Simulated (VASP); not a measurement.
# Ti2RuC3 (P-3m1) in VASP: notebook, part 2 of 2

VASP 6.6.1.

## 3. Equation of state, PBE, 9.77 Å³/atom (volume scaled by 0.97)

Contents of INCAR:

```
SYSTEM = Ti2RuC3
  ALGO = Normal
  EDIFF = 1E-6
  EDIFFG = -0.02
  ENCUT = 520
  GGA = PE
  IBRION = 2
  ISIF = 4
  ISMEAR = 0
  KPAR = 2
  LASPH = .True.
  LCHARG = .False.
  LREAL = .False.
  LWAVE = .False.
  NELM = 100
  NSW = 30
  PREC = Accurate
  SIGMA = 0.1
```

Contents of KPOINTS:

```
k-points
0
Gamma
  12 12 4
  0 0 0
```

Contents of POSCAR:

```
Ti2RuC3
1.0
    3.0780323373      0.0000000000      0.0000000000
   -1.5390156737      2.6656535745      0.0000000000
    0.0000000000      0.0000000000      7.1478477402
Ti Ru C
2 1 3
Direct
    0.3333330000      0.6666670000      0.6733400000
    0.6666670000      0.3333330000      0.3266600000
    0.0000000000      0.0000000000      0.0000000000
    0.3333330000      0.6666670000      0.1597100000
    0.6666670000      0.3333330000      0.8402900000
    0.0000000000      0.0000000000      0.5000000000
```

Potentials or basis: VASP PAW PBE potentials, release 64 (Ti_sv, Ru_pv, C).

Command:

```bash
$ cat potpaw_PBE.64/Ti_sv/POTCAR potpaw_PBE.64/Ru_pv/POTCAR potpaw_PBE.64/C/POTCAR > POTCAR
$ mpirun -np 2 vasp_std > vasp.out
```

Run time: 49 s. Hardware: 2 MPI ranks of Intel Xeon Platinum 8559C (Emerald Rapids), shared host; peak memory 0.25 GiB.

Results (log left out):

| Item | Value |
| --- | --- |
| Free energy | -54.1423 eV |
| Pressure | 8.9 GPa |
| Largest force | 0.018 eV/Å |
| Band gap on the k mesh | none (metal or under the smearing width) |

## 4. Equation of state, PBE, 10.38 Å³/atom (volume scaled by 1.03)

INCAR is that of step 3.

KPOINTS is that of step 3.

POSCAR, as its differences from that of step 3:

```diff
@@ -2,5 +2,5 @@
 1.0
-    3.0780323373      0.0000000000      0.0000000000
-   -1.5390156737      2.6656535745      0.0000000000
-    0.0000000000      0.0000000000      7.1478477402
+    3.1402315667      0.0000000000      0.0000000000
+   -1.5701152784      2.7195196747      0.0000000000
+    0.0000000000      0.0000000000      7.2922876201
 Ti Ru C
```

Command:

```bash
$ cat potpaw_PBE.64/Ti_sv/POTCAR potpaw_PBE.64/Ru_pv/POTCAR potpaw_PBE.64/C/POTCAR > POTCAR
$ mpirun -np 2 vasp_std > vasp.out
```

Wall time 64 s (2 MPI ranks of Intel Xeon Platinum 8559C (Emerald Rapids), shared host); peak memory 0.25 GiB.

The run converged. Its results:

```
Free energy            : -54.1490 eV
Pressure               : -7.6 GPa
Largest force          : 0.007 eV/Å
Band gap on the k mesh : none (metal or under the smearing width)
```

## 5. Equation of state, PBE, 9.47 Å³/atom (volume scaled by 0.94)

INCAR is that of step 4.

KPOINTS is that of step 4.

POSCAR, as its differences from that of step 4:

```diff
@@ -2,5 +2,5 @@
 1.0
-    3.1402315667      0.0000000000      0.0000000000
-   -1.5701152784      2.7195196747      0.0000000000
-    0.0000000000      0.0000000000      7.2922876201
+    3.0459671686      0.0000000000      0.0000000000
+   -1.5229830945      2.6378843304      0.0000000000
+    0.0000000000      0.0000000000      7.0733855780
 Ti Ru C
```

Command:

```bash
$ cat potpaw_PBE.64/Ti_sv/POTCAR potpaw_PBE.64/Ru_pv/POTCAR potpaw_PBE.64/C/POTCAR > POTCAR
$ mpirun -np 2 vasp_std > vasp.out
```

It took 62 s on 2 MPI ranks of Intel Xeon Platinum 8559C (Emerald Rapids), shared host; peak memory 0.25 GiB.

The run converged. Its results:

```yaml
Free_energy: -53.9838 eV
Pressure: 19.2 GPa
Largest_force: 0.018 eV/Å
Band_gap_on_the_k_mesh: none (metal or under the smearing width)
```

## 6. Equation of state, PBE, 10.68 Å³/atom (volume scaled by 1.06)

INCAR is that of step 5.

KPOINTS is that of step 5.

POSCAR, as its differences from that of step 5:

```diff
@@ -2,5 +2,5 @@
 1.0
-    3.0459671686      0.0000000000      0.0000000000
-   -1.5229830945      2.6378843304      0.0000000000
-    0.0000000000      0.0000000000      7.0733855780
+    3.1704279534      0.0000000000      0.0000000000
+   -1.5852134669      2.7456705065      0.0000000000
+    0.0000000000      0.0000000000      7.3624100720
 Ti Ru C
```

Potentials or basis: VASP PAW PBE potentials, release 64 (Ti_sv, Ru_pv, C).

Command:

```bash
$ cat potpaw_PBE.64/Ti_sv/POTCAR potpaw_PBE.64/Ru_pv/POTCAR potpaw_PBE.64/C/POTCAR > POTCAR
$ mpirun -np 2 vasp_std > vasp.out
```

Wall time 88 s (2 MPI ranks of Intel Xeon Platinum 8559C (Emerald Rapids), shared host); peak memory 0.26 GiB.

The run converged. Its results:

| Quantity | Value |
| --- | --- |
| Free energy | -54.0262 eV |
| Pressure | -14.1 GPa |
| Largest force | 0.004 eV/Å |
| Band gap on the k mesh | none (metal or under the smearing width) |

## 7. Equation of state, PBE, 9.17 Å³/atom (volume scaled by 0.91)

INCAR is that of step 6.

KPOINTS is that of step 6.

POSCAR, as its differences from that of step 6:

```diff
@@ -2,5 +2,5 @@
 1.0
-    3.1704279534      0.0000000000      0.0000000000
-   -1.5852134669      2.7456705065      0.0000000000
-    0.0000000000      0.0000000000      7.3624100720
+    3.0132122949      0.0000000000      0.0000000000
+   -1.5066056629      2.6095177843      0.0000000000
+    0.0000000000      0.0000000000      6.9973217734
 Ti Ru C
```

Command:

```bash
$ cat potpaw_PBE.64/Ti_sv/POTCAR potpaw_PBE.64/Ru_pv/POTCAR potpaw_PBE.64/C/POTCAR > POTCAR
$ mpirun -np 2 vasp_std > vasp.out
```

It took 73 s on 2 MPI ranks of Intel Xeon Platinum 8559C (Emerald Rapids), shared host; peak memory 0.25 GiB.

The run converged. Its results:

```
Free energy            : -53.6984 eV
Pressure               : 31.3 GPa
Largest force          : 0.013 eV/Å
Band gap on the k mesh : none (metal or under the smearing width)
```

## 8. Equation of state, PBE, 10.98 Å³/atom (volume scaled by 1.09)

INCAR is that of step 7.

KPOINTS is that of step 7.

POSCAR, as its differences from that of step 7:

```diff
@@ -2,5 +2,5 @@
 1.0
-    3.0132122949      0.0000000000      0.0000000000
-   -1.5066056629      2.6095177843      0.0000000000
-    0.0000000000      0.0000000000      6.9973217734
+    3.2000598387      0.0000000000      0.0000000000
+   -1.6000294048      2.7713324660      0.0000000000
+    0.0000000000      0.0000000000      7.4312216312
 Ti Ru C
```

Command:

```bash
$ cat potpaw_PBE.64/Ti_sv/POTCAR potpaw_PBE.64/Ru_pv/POTCAR potpaw_PBE.64/C/POTCAR > POTCAR
$ mpirun -np 2 vasp_std > vasp.out
```

Wall time 87 s (2 MPI ranks of Intel Xeon Platinum 8559C (Emerald Rapids), shared host); peak memory 0.26 GiB.

The run converged. Its results:

| Quantity | Value |
| --- | --- |
| Free energy | -53.8355 eV |
| Pressure | -19.6 GPa |
| Largest force | 0.007 eV/Å |
| Band gap on the k mesh | none (metal or under the smearing width) |
